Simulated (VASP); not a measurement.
Level of theory: PBE GGA, VASP's PBE PAW potentials (set 64) (plane waves; VASP 6.6.1).

VASP input:

**INCAR**
```
SYSTEM = Al3Sc
PREC = Accurate
ENCUT = 480
EDIFF = 1E-7
NELM = 100
ALGO = Normal
LREAL = .FALSE.
LASPH = .TRUE.
ISMEAR = 1
SIGMA = 0.1
GGA = PE
LMAXMIX = 4
LWAVE = .FALSE.
LCHARG = .FALSE.
ISIF = 2
```

### POSCAR
```
Al3Sc
1
    4.1063577756     0.0000000000    -0.0000000000
    0.0000000000     4.1063577756    -0.0000000000
   -0.0000000000     0.0000000000     4.1063577756
Sc Al
1 3
Direct
  0.0000000000   0.0000000000   0.0000000000
  0.0000000000   0.5000000000   0.5000000000
  0.5000000000   0.0000000000   0.5000000000
  0.5000000000   0.5000000000   0.0000000000
```

### KPOINTS
```
Automatic mesh
0
Gamma
 8 8 8
```

POTCAR, in this order: Sc_sv Al (PBE.64 set). Program: vasp_std.

What VASP printed:

### OUTCAR
```
 ion  position               nearest neighbor table
   1  0.000  0.000  0.000-   2 2.90   3 2.90   4 2.90   2 2.90   3 2.90   2 2.90   4 2.90   2 2.90
                             3 2.90   4 2.90   3 2.90   4 2.90
   2  0.000  0.500  0.500-   1 2.90   3 2.90   4 2.90   1 2.90   4 2.90   1 2.90   3 2.90   1 2.90
                             3 2.90   4 2.90   4 2.90   3 2.90
   3  0.500  0.000  0.500-   1 2.90   2 2.90   4 2.90   1 2.90   4 2.90   2 2.90   4 2.90   4 2.90
                             1 2.90   2 2.90   1 2.90   2 2.90
   4  0.500  0.500  0.000-   1 2.90   2 2.90   3 2.90   2 2.90   3 2.90   1 2.90   3 2.90   3 2.90
                             1 2.90   2 2.90   2 2.90   1 2.90
  LATTYP: Found a simple cubic cell.
 ALAT       =     4.1063577756
 Subroutine PRICEL returns:
 Original cell was already a primitive cell.
 Subroutine GETGRP returns: Found 48 space group operations
The static configuration has the point symmetry O_h .
The dynamic configuration has the point symmetry O_h .
 Subroutine INISYM returns: Found 48 space group operations
 Subroutine IBZKPT returns following result:
 Found     35 irreducible k-points:

 Following reciprocal coordinates:
            Coordinates               Weight
  0.000000  0.000000  0.000000      1.000000
  0.125000  0.000000  0.000000      6.000000
  0.250000  0.000000  0.000000      6.000000
  0.375000  0.000000  0.000000      6.000000
  0.500000  0.000000  0.000000      3.000000
  0.125000  0.125000  0.000000     12.000000
  0.250000  0.125000  0.000000     24.000000
  0.375000  0.125000  0.000000     24.000000
  0.500000  0.125000  0.000000     12.000000
  0.250000  0.250000  0.000000     12.000000
  0.375000  0.250000  0.000000     24.000000
  0.500000  0.250000  0.000000     12.000000
  0.375000  0.375000  0.000000     12.000000
  0.500000  0.375000  0.000000     12.000000
  0.500000  0.500000  0.000000      3.000000
  0.125000  0.125000  0.125000      8.000000
  0.250000  0.125000  0.125000     24.000000
  0.375000  0.125000  0.125000     24.000000
  0.500000  0.125000  0.125000     12.000000
  0.250000  0.250000  0.125000     24.000000
  0.375000  0.250000  0.125000     48.000000
  0.500000  0.250000  0.125000     24.000000
  0.375000  0.375000  0.125000     24.000000
  0.500000  0.375000  0.125000     24.000000
  0.500000  0.500000  0.125000      6.000000
  0.250000  0.250000  0.250000      8.000000
  0.375000  0.250000  0.250000     24.000000
  0.500000  0.250000  0.250000     12.000000
  0.375000  0.375000  0.250000     24.000000
  0.500000  0.375000  0.250000     24.000000
  0.500000  0.500000  0.250000      6.000000
  0.375000  0.375000  0.375000      8.000000
  0.500000  0.375000  0.375000     12.000000
  0.500000  0.500000  0.375000      6.000000
  0.500000  0.500000  0.500000      1.000000
   k-points           NKPTS =     35   k-points in BZ     NKDIM =     35   number of bands    NBANDS=     14
   number of dos      NEDOS =    301   number of ions     NIONS =      4
   total plane-waves  NPLWV =  27000
   dimension x,y,z NGX =    30 NGY =   30 NGZ =   30
   dimension x,y,z NGXF=    60 NGYF=   60 NGZF=   60
   ions per type =               1   3
   PREC   = accura    normal or accurate (medium, high low for compatibility)
   ISTART =      0    job   : 0-new  1-cont  2-samecut
   ICHARG =      2    charge: 1-file 2-atom 10-const
   ISPIN  =      1    spin polarized calculation?
   LNONCOLLINEAR =      F non collinear calculations
   LSORBIT =      F    spin-orbit coupling
   INIWAV =      1    electr: 0-lowe 1-rand  2-diag
   ENCUT  =  480.0 eV  35.28 Ry    5.94 a.u.   7.34  7.34  7.34*2*pi/ulx,y,z
   NELM   =    100;   NELMIN=  2; NELMDL= -5     # of ELM steps
   EDIFF  = 0.1E-06   stopping-criterion for ELM
   LREAL  =      F    real-space projection
   NLSPLINE    = F    spline interpolate recip. space projectors
...
```

**OSZICAR**
```
       N       E                     dE             d eps       ncg     rms          rms(c)
DAV:   1     0.108648471221E+03    0.10865E+03   -0.80434E+03   980   0.121E+03
DAV:   2    -0.121474018740E+02   -0.12080E+03   -0.11894E+03   986   0.352E+02
DAV:   3    -0.201665867402E+02   -0.80192E+01   -0.77047E+01  1504   0.740E+01
DAV:   4    -0.203048964862E+02   -0.13831E+00   -0.13819E+00  1380   0.109E+01
DAV:   5    -0.203091692653E+02   -0.42728E-02   -0.42721E-02  1434   0.187E+00    0.871E+00
DAV:   6    -0.193714599856E+02    0.93771E+00   -0.48627E+00  1630   0.255E+01    0.307E+00
DAV:   7    -0.193220866429E+02    0.49373E-01   -0.97792E-02  1282   0.281E+00    0.179E+00
DAV:   8    -0.192977879564E+02    0.24299E-01   -0.41323E-02  1468   0.179E+00    0.234E-01
DAV:   9    -0.192975278891E+02    0.26007E-03   -0.30659E-03  1262   0.559E-01    0.101E-01
DAV:  10    -0.192974718164E+02    0.56073E-04   -0.20038E-04  1510   0.149E-01    0.630E-02
DAV:  11    -0.192974722966E+02   -0.48026E-06   -0.34885E-05  1538   0.448E-02    0.422E-02
DAV:  12    -0.192974634084E+02    0.88882E-05   -0.46079E-05  1596   0.797E-02    0.499E-03
DAV:  13    -0.192974633614E+02    0.47000E-07   -0.22857E-06  1536   0.179E-02    0.172E-03
DAV:  14    -0.192974634112E+02   -0.49714E-07   -0.50293E-07  1158   0.778E-03
   1 F= -.19297463E+02 E0= -.19296773E+02  d E =-.207182E-02
```

OUTCAR:
```
------------------------ aborting loop because EDIFF is reached ----------------------------------------
  FORCE on cell =-STRESS in cart. coord.  units (eV):
  Direction    XX          YY          ZZ          XY          YZ          ZX
  --------------------------------------------------------------------------------------
  Total       -0.0018755     -0.0018755     -0.0018755     -0.0000000     -0.0000000      0.0000000
  in kB       -0.0433957     -0.0433957     -0.0433957     -0.0000000     -0.0000000      0.0000000
  external PRESSURE =      -0.0433957 kB  Pullay stress =       0.0000000 kB
  volume of cell :       69.24
      direct lattice vectors                 reciprocal lattice vectors
     4.106357776  0.000000000  0.000000000     0.243524811  0.000000000  0.000000000
     0.000000000  4.106357776  0.000000000     0.000000000  0.243524811  0.000000000
     0.000000000  0.000000000  4.106357776     0.000000000  0.000000000  0.243524811
 POSITION                                       TOTAL-FORCE (eV/Angst)
 -----------------------------------------------------------------------------------
      0.00000      0.00000      0.00000         0.000000      0.000000      0.000000
      0.00000      2.05318      2.05318         0.000000      0.000000      0.000000
      2.05318      0.00000      2.05318         0.000000      0.000000      0.000000
      2.05318      2.05318      0.00000         0.000000      0.000000      0.000000
 -----------------------------------------------------------------------------------
    total drift:                                0.000000     -0.000000      0.000000
  FREE ENERGIE OF THE ION-ELECTRON SYSTEM (eV)
  ---------------------------------------------------
  free  energy   TOTEN  =       -19.2974634112 eV

  energy  without entropy=      -19.2953915914  energy(sigma->0) =      -19.29677280
```
(Selected blocks of OUTCAR.)

The compound is Al3Sc in the L1_2 structure. It was relaxed first.
